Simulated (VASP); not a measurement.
Energy against volume of ZrC (rock salt). Computed with PBE GGA with D3 dispersion (zero damping), VASP's PBE PAW potentials (set 64) (plane waves; VASP 6.6.1). Run with 520 eV cut-off, 13×13×13 Γ-centred mesh, first-order Methfessel-Paxton smearing of 0.10 eV, potentials Zr_sv C.

| V (Å³/atom) | E (eV/atom) |
|---|---|
| 12.440 | -10.00612 |
| 12.824 | -10.01506 |
| 13.209 | -10.00723 |
| 13.594 | -9.98500 |

Problem. Fit these four points and predict the energy of the run at 12.055 Å³/atom.

Solution. A cubic in V^(−2/3), the third-order Birch-Murnaghan form, passes through the four points with V0 = 12.83 Å³/atom and B0 = 232 GPa, and gives -9.9775 eV/atom there. The run gave -9.9777 eV/atom, -0.2 meV/atom from the fit; all five points give B0 = 232 GPa.

The compound is ZrC in the rock salt structure. It was relaxed first.
